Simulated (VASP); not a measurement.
These are r2SCAN meta-GGA, VASP's PBE PAW potentials (set 64) (plane waves; VASP) values and carry that method's errors.

A VASP calculation is set up with these files.

KPOINTS:
```
Automatic
0
Gamma
11 11 9
0 0 0
```

**INCAR**
```
SYSTEM=HfSi
PREC=Accurate; ENCUT=400; LREAL=.FALSE.
LASPH=.TRUE.
EDIFF=1E-6; NELM=100; ALGO=Normal
LMAXMIX=6; LMIXTAU=.TRUE.
ISMEAR=1; SIGMA=0.1
METAGGA=R2SCAN
IBRION=2; NSW=60; ISIF=3
EDIFFG=-0.01
LWAVE=.FALSE.; LCHARG=.FALSE.
```

### POSCAR
```
HfSi
1
    3.6137250000     0.0000000000     0.0000000000
   -1.8068630000     3.1295780000     0.0000000000
    0.0000000000     0.0000000000     3.5268170000
Hf Si
1 1
Direct
  0.0000000000   0.0000000000   0.0000000000
  0.6666670000   0.3333330000   0.5000000000
```

POTCAR, in this order: Hf_pv Si (PBE.64 set). Program: vasp_std.

The run wrote:

OSZICAR:
```
...
DAV:   6    -0.542849103484E+02   -0.52604E-03   -0.58217E-04  2075   0.182E-01    0.403E-02
DAV:   7    -0.542849473218E+02   -0.36973E-04   -0.87449E-05  1998   0.753E-02    0.351E-02
DAV:   8    -0.542849415028E+02    0.58190E-05   -0.84659E-06  2109   0.275E-02    0.225E-02
DAV:   9    -0.542849516197E+02   -0.10117E-04   -0.59137E-06  1853   0.222E-02    0.405E-03
DAV:  10    -0.542849350639E+02    0.16556E-04   -0.60557E-06  1790   0.296E-02    0.462E-03
DAV:  11    -0.542849428372E+02   -0.77733E-05   -0.54999E-07  1048   0.926E-03    0.211E-03
DAV:  12    -0.542849423100E+02    0.52723E-06   -0.87854E-08   916   0.300E-03
   7 F= -.54284942E+02 E0= -.54284557E+02  d E =-.346016E-01
       N       E                     dE             d eps       ncg     rms          rms(c)
DAV:   1    -0.545644532879E+02   -0.27951E+00   -0.12969E+01  1772   0.302E+01    0.483E+00
DAV:   2    -0.543928550986E+02    0.17160E+00   -0.31778E-01  2095   0.424E+00    0.142E+00
DAV:   3    -0.543953865252E+02   -0.25314E-02   -0.54417E-02  2081   0.182E+00    0.581E-01
DAV:   4    -0.543857798854E+02    0.96066E-02   -0.30177E-02  2046   0.132E+00    0.743E-01
DAV:   5    -0.543932298937E+02   -0.74500E-02   -0.83527E-03  1898   0.794E-01    0.373E-01
DAV:   6    -0.543934104395E+02   -0.18055E-03   -0.57944E-04  2199   0.186E-01    0.766E-02
DAV:   7    -0.543934064564E+02    0.39831E-05   -0.25972E-04  2049   0.126E-01    0.918E-02
DAV:   8    -0.543933928286E+02    0.13628E-04   -0.88022E-05  1841   0.956E-02    0.885E-03
DAV:   9    -0.543934271908E+02   -0.34362E-04   -0.30877E-05  1802   0.669E-02    0.703E-03
DAV:  10    -0.543934012991E+02    0.25892E-04   -0.17944E-05  1790   0.529E-02    0.301E-03
DAV:  11    -0.543934141940E+02   -0.12895E-04   -0.17696E-06  1681   0.157E-02    0.123E-03
DAV:  12    -0.543934115332E+02    0.26608E-05   -0.12897E-07   940   0.375E-03    0.115E-03
DAV:  13    -0.543934146600E+02   -0.31268E-05   -0.77669E-08   919   0.326E-03    0.196E-04
DAV:  14    -0.543934138532E+02    0.80677E-06   -0.60514E-09   910   0.819E-04
   8 F= -.54393414E+02 E0= -.54393294E+02  d E =-.143073E+00
       N       E                     dE             d eps       ncg     rms          rms(c)
DAV:   1    -0.553818227113E+02   -0.98841E+00   -0.56959E+01  1760   0.639E+01    0.128E+01
DAV:   2    -0.545283607456E+02    0.85346E+00   -0.17162E+00  2055   0.967E+00    0.269E+00
DAV:   3    -0.545568643193E+02   -0.28504E-01   -0.22927E-01  2225   0.371E+00    0.189E+00
DAV:   4    -0.544968145718E+02    0.60050E-01   -0.12918E-01  2130   0.260E+00    0.201E+00
DAV:   5    -0.545224898002E+02   -0.25675E-01   -0.69199E-02  1886   0.237E+00    0.433E-01
DAV:   6    -0.545345519380E+02   -0.12062E-01   -0.16737E-02  1811   0.112E+00    0.356E-01
DAV:   7    -0.545350151528E+02   -0.46321E-03   -0.20733E-03  2022   0.427E-01    0.231E-01
DAV:   8    -0.545351610805E+02   -0.14593E-03   -0.11943E-03  1844   0.353E-01    0.403E-02
DAV:   9    -0.545352876511E+02   -0.12657E-03   -0.17518E-04  1832   0.147E-01    0.269E-02
DAV:  10    -0.545352701450E+02    0.17506E-04   -0.14801E-05  1959   0.422E-02    0.600E-03
DAV:  11    -0.545352817548E+02   -0.11610E-04   -0.28857E-06  1913   0.169E-02    0.243E-03
DAV:  12    -0.545352793303E+02    0.24245E-05   -0.64908E-07  1018   0.876E-03    0.122E-03
DAV:  13    -0.545352835275E+02   -0.41972E-05   -0.19782E-07   931   0.510E-03    0.105E-03
DAV:  14    -0.545352812785E+02    0.22490E-05   -0.61602E-08   913   0.281E-03    0.377E-04
DAV:  15    -0.545352814077E+02   -0.12922E-06   -0.36627E-09   907   0.610E-04
   9 F= -.54535281E+02 E0= -.54535262E+02  d E =-.284941E+00
       N       E                     dE             d eps       ncg     rms          rms(c)
DAV:   1    -0.545588619023E+02   -0.23581E-01   -0.11964E+00  1760   0.927E+00    0.169E+00
DAV:   2    -0.545385816322E+02    0.20280E-01   -0.34850E-02  2050   0.135E+00    0.446E-01
DAV:   3    -0.545384049588E+02    0.17667E-03   -0.46060E-03  2155   0.549E-01    0.291E-01
DAV:   4    -0.545370083320E+02    0.13966E-02   -0.33871E-03  2130   0.425E-01    0.256E-01
DAV:   5    -0.545377750343E+02   -0.76670E-03   -0.10370E-03  1862   0.285E-01    0.121E-01
DAV:   6    -0.545378240342E+02   -0.49000E-04   -0.45292E-05  2014   0.580E-02    0.935E-02
DAV:   7    -0.545378174124E+02    0.66218E-05   -0.12476E-05  2146   0.317E-02    0.294E-02
DAV:   8    -0.545378387630E+02   -0.21351E-04   -0.16331E-05  1837   0.402E-02    0.594E-03
DAV:   9    -0.545378330172E+02    0.57458E-05   -0.22949E-06  1743   0.156E-02    0.281E-03
DAV:  10    -0.545378380549E+02   -0.50377E-05   -0.32590E-07   916   0.665E-03    0.175E-03
DAV:  11    -0.545378340717E+02    0.39832E-05   -0.10697E-07   904   0.363E-03    0.503E-04
DAV:  12    -0.545378352211E+02   -0.11494E-05   -0.10756E-08   904   0.968E-04    0.250E-04
DAV:  13    -0.545378347209E+02    0.50016E-06   -0.25385E-09   904   0.498E-04
  10 F= -.54537835E+02 E0= -.54537561E+02  d E =-.287494E+00
       N       E                     dE             d eps       ncg     rms          rms(c)
DAV:   1    -0.545429808372E+02   -0.51456E-02   -0.28917E-01  1766   0.456E+00    0.862E-01
DAV:   2    -0.545379299453E+02    0.50509E-02   -0.89245E-03  2049   0.677E-01    0.217E-01
DAV:   3    -0.545380933337E+02   -0.16339E-03   -0.10314E-03  2147   0.267E-01    0.139E-01
DAV:   4    -0.545376738995E+02    0.41943E-03   -0.81283E-04  2120   0.208E-01    0.127E-01
DAV:   5    -0.545378819694E+02   -0.20807E-03   -0.24330E-04  1850   0.140E-01    0.585E-02
DAV:   6    -0.545378844521E+02   -0.24827E-05   -0.10482E-05  2025   0.275E-02    0.466E-02
DAV:   7    -0.545378847363E+02   -0.28413E-06   -0.19560E-06  1893   0.120E-02
  11 F= -.54537885E+02 E0= -.54537662E+02  d E =-.287544E+00
       N       E                     dE             d eps       ncg     rms          rms(c)
DAV:   1    -0.545464721899E+02   -0.85877E-02   -0.14345E-01  1807   0.343E+00    0.782E-01
DAV:   2    -0.545426170993E+02    0.38551E-02   -0.72586E-03  1787   0.822E-01    0.321E-01
DAV:   3    -0.545416637107E+02    0.95339E-03   -0.45276E-03  2081   0.533E-01    0.422E-01
DAV:   4    -0.545416528673E+02    0.10843E-04   -0.76651E-05  2128   0.893E-02    0.385E-01
DAV:   5    -0.545415704599E+02    0.82407E-04   -0.26081E-04  1978   0.812E-02    0.148E-01
DAV:   6    -0.545415798609E+02   -0.94010E-05   -0.43072E-05  2059   0.585E-02    0.672E-02
DAV:   7    -0.545415786532E+02    0.12077E-05   -0.16953E-05  1846   0.429E-02    0.361E-02
DAV:   8    -0.545415686906E+02    0.99626E-05   -0.21909E-05  1813   0.477E-02    0.559E-03
DAV:   9    -0.545415763924E+02   -0.77018E-05   -0.10793E-06  1192   0.108E-02    0.320E-03
DAV:  10    -0.545415742899E+02    0.21025E-05   -0.22054E-07   895   0.455E-03    0.115E-03
DAV:  11    -0.545415751336E+02   -0.84372E-06   -0.17881E-07   889   0.375E-03
  12 F= -.54541575E+02 E0= -.54541350E+02  d E =-.369040E-02
       N       E                     dE             d eps       ncg     rms          rms(c)
DAV:   1    -0.545428984143E+02   -0.13241E-02   -0.27444E-02  1799   0.150E+00    0.339E-01
DAV:   2    -0.545421712090E+02    0.72721E-03   -0.13843E-03  1784   0.359E-01    0.140E-01
DAV:   3    -0.545419906391E+02    0.18057E-03   -0.87193E-04  2081   0.234E-01    0.184E-01
DAV:   4    -0.545419834884E+02    0.71507E-05   -0.14747E-05  2123   0.392E-02    0.168E-01
DAV:   5    -0.545419687600E+02    0.14728E-04   -0.49915E-05  1996   0.355E-02    0.658E-02
DAV:   6    -0.545419631442E+02    0.56158E-05   -0.87167E-06  2059   0.263E-02    0.293E-02
DAV:   7    -0.545419675116E+02   -0.43674E-05   -0.33862E-06  1812   0.194E-02    0.158E-02
DAV:   8    -0.545419573664E+02    0.10145E-04   -0.44898E-06  1786   0.219E-02    0.256E-03
DAV:   9    -0.545419609586E+02   -0.35922E-05   -0.22571E-07   907   0.505E-03    0.151E-03
DAV:  10    -0.545419600013E+02    0.95733E-06   -0.45472E-08   904   0.207E-03
  13 F= -.54541960E+02 E0= -.54541734E+02  d E =-.407527E-02
```

### OUTCAR
```
------------------------ aborting loop because EDIFF is reached ----------------------------------------
  FORCE on cell =-STRESS in cart. coord.  units (eV):
  Direction    XX          YY          ZZ          XY          YZ          ZX
  --------------------------------------------------------------------------------------
  Total        0.0060203      0.0060203     -0.0023355     -0.0000000      0.0000000      0.0000000
  in kB        0.2340015      0.2340015     -0.0907789     -0.0000000      0.0000000      0.0000000
  external PRESSURE =       0.1257414 kB  Pullay stress =       0.0000000 kB
  volume of cell :       41.22
      direct lattice vectors                 reciprocal lattice vectors
     4.023155558 -0.000000066  0.000000000     0.248561110  0.143506847 -0.000000000
    -2.011578393  3.484155416 -0.000000000     0.000000005  0.287013606 -0.000000000
     0.000000000  0.000000000  2.940655842    -0.000000000  0.000000000  0.340060195
 POSITION                                       TOTAL-FORCE (eV/Angst)
 -----------------------------------------------------------------------------------
      0.00000      0.00000      0.00000        -0.000000      0.000000     -0.000000
      2.01158      1.16138      1.47033         0.000000     -0.000000      0.000000
 -----------------------------------------------------------------------------------
    total drift:                               -0.000029      0.000013      0.000000
  FREE ENERGIE OF THE ION-ELECTRON SYSTEM (eV)
  ---------------------------------------------------
  free  energy   TOTEN  =       -54.5419600013 eV

  energy  without entropy=      -54.5412805178  energy(sigma->0) =      -54.54173351

 reached required accuracy - stopping structural energy minimisation
```
(Selected blocks of OUTCAR.)

File CONTCAR:
```
HfSi
   1.00000000000000
     4.0231555583514922   -0.0000000655504316    0.0000000000000000
    -2.0115783925934712    3.4841554157437331   -0.0000000000000002
     0.0000000000000000    0.0000000000000002    2.9406558419164446
  Hf              Si
     1     1
Direct
     0.0000000000000000    0.0000000000000000    0.0000000000000000
     0.6666669999999968    0.3333330000000032    0.5000000000000000
```

Energy and stress use the plane-wave basis of the starting cell.

The structure was generated: HfSi was put into the WC type (P-6m2), which need not be its known phase. This run relaxes it. Symmetry was kept, so distortions that lower it aren't found.
